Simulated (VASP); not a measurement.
Given:

```yaml
crystal:
  lattice:
    - [1.56126, 0.90139, 6.04495]
    - [-1.56126, 0.90139, 6.04495]
    - [0.00000, -1.80278, 6.04495]
  atoms:
    - { symbol: Mo, position: [0.00000, 0.00000, 0.00000] }
    - { symbol: S, position: [0.75230, 0.75230, 0.75230] }
    - { symbol: S, position: [0.58100, 0.58100, 0.58100] }
```

Calculation: PBE GGA, VASP's PBE PAW potentials (set 64) (plane waves; VASP). Run with 300 eV cut-off, 6×6×6 Γ-centred mesh, Gaussian smearing of 0.10 eV, potentials Mo_sv S.

Task: Give the energies of bands 7 to 16 at the high-symmetry points, in eV from the valence-band maximum.

Result: 
| band | Γ | T | H2 | L | S0 | F |
|---|---|---|---|---|---|---|
| 7 | -7.22 | -6.06 | -6.44 | -6.91 | -6.45 | -6.75 |
| 8 | -3.39 | -3.75 | -5.61 | -5.74 | -5.59 | -5.93 |
| 9 | -3.39 | -3.41 | -5.00 | -5.16 | -5.05 | -4.83 |
| 10 | -2.25 | -3.41 | -4.46 | -4.05 | -4.47 | -3.96 |
| 11 | -2.25 | -2.21 | -3.90 | -2.44 | -3.80 | -3.09 |
| 12 | -1.36 | -2.21 | -2.90 | -1.54 | -2.97 | -1.78 |
| 13 | -1.20 | 0.00 | -0.76 | -1.54 | -0.75 | -1.33 |
| 14 | 2.10 | 2.22 | 1.15 | 1.75 | 1.12 | 1.69 |
| 15 | 2.10 | 2.22 | 2.24 | 2.11 | 2.25 | 2.27 |
| 16 | 2.52 | 2.36 | 3.12 | 3.50 | 3.09 | 3.06 |

The gap is indirect, 0.87 eV, from the valence maximum at T to the conduction minimum at Γ-S0 at 0.57.

The structure was generated: MoS2 was put into an ordered model structure, which need not be its known phase. The cell was not relaxed at this level.
